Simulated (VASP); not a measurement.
These are PBEsol GGA, VASP's PBE PAW potentials (set 64) (plane waves; VASP 6.6.1) values and carry that method's errors.

VASP ran on this input.

### INCAR
```
ALGO = Normal
EDIFF = 1E-6
ENCUT = 500
GGA = PS
ISMEAR = 0
LASPH = .TRUE.
LCHARG = .FALSE.
LMAXMIX = 4
LORBIT = 11
LREAL = .FALSE.
LVHAR = .TRUE.
LWAVE = .FALSE.
NELM = 100
NELMIN = 4
PREC = Normal
SIGMA = 0.05
SYSTEM = SnO monolayer
```

POSCAR:
```
SnO monolayer
1
    3.7917891000     0.0000000000     0.0000000000
    0.0000000000     3.7917891000     0.0000000000
    0.0000000000     0.0000000000    18.0496695338
Sn O
2 2
Direct
  0.5000000000   0.0000000000   0.4348785348
  0.0000000000   0.5000000000   0.5651214652
  0.5000000000   0.5000000000   0.5000000000
  0.0000000000   0.0000000000   0.5000000000
```

### KPOINTS
```
Automatic mesh
0
Gamma
12 12 1
0 0 0
```

POTCAR, in this order: Sn_d O (PBE.64 set). Program: vasp_std. Read from the step before: WAVECAR.

Output of the run:

OSZICAR:
```
       N       E                     dE             d eps       ncg     rms          rms(c)
DAV:   1    -0.238830779187E+02   -0.23883E+02   -0.49898E-03  1496   0.108E+00    0.379E-03
DAV:   2    -0.238830768769E+02    0.10418E-05   -0.12383E-06  1336   0.150E-02    0.218E-03
DAV:   3    -0.238830779793E+02   -0.11024E-05   -0.26721E-07  1064   0.686E-03    0.608E-04
DAV:   4    -0.238830780796E+02   -0.10027E-06   -0.78935E-08   960   0.450E-03
   1 F= -.23883078E+02 E0= -.23883078E+02  d E =-.112215E-12
```

File OUTCAR:
```
------------------------ aborting loop because EDIFF is reached ----------------------------------------
  FORCE on cell =-STRESS in cart. coord.  units (eV):
  Direction    XX          YY          ZZ          XY          YZ          ZX
  --------------------------------------------------------------------------------------
  Total       -0.2290382     -0.2290382     -0.1395056      0.0000000      0.0000000      0.0000000
  in kB       -1.4140376     -1.4140376     -0.8612807      0.0000000      0.0000000      0.0000000
  external PRESSURE =      -1.2297853 kB  Pullay stress =       0.0000000 kB
  volume of cell :      259.51
      direct lattice vectors                 reciprocal lattice vectors
     3.791789100  0.000000000  0.000000000     0.263727748  0.000000000  0.000000000
     0.000000000  3.791789100  0.000000000     0.000000000  0.263727748  0.000000000
     0.000000000  0.000000000 18.049669534     0.000000000  0.000000000  0.055402676
 POSITION                                       TOTAL-FORCE (eV/Angst)
 -----------------------------------------------------------------------------------
      1.89589      0.00000      7.84941         0.000000      0.000000      0.018582
      0.00000      1.89589     10.20026        -0.000000      0.000000     -0.018582
      1.89589      1.89589      9.02483         0.000000      0.000000     -0.000000
      0.00000      0.00000      9.02483        -0.000000      0.000000     -0.000000
 -----------------------------------------------------------------------------------
    total drift:                                0.000000      0.000000      0.000000
  FREE ENERGIE OF THE ION-ELECTRON SYSTEM (eV)
  ---------------------------------------------------
  free  energy   TOTEN  =       -23.8830780796 eV

  energy  without entropy=      -23.8830780796  energy(sigma->0) =      -23.88307808

 total charge

# of ion       s       p       d       tot
------------------------------------------
    1        1.275   0.785  10.065  12.125
    2        1.275   0.785  10.065  12.125
    3        1.574   3.421   0.000   4.995
    4        1.574   3.421   0.000   4.995
--------------------------------------------------
tot          5.698   8.411  20.129  34.239
```
(Selected blocks of OUTCAR.)

The cell is a sheet with vacuum, built from SnO (litharge).
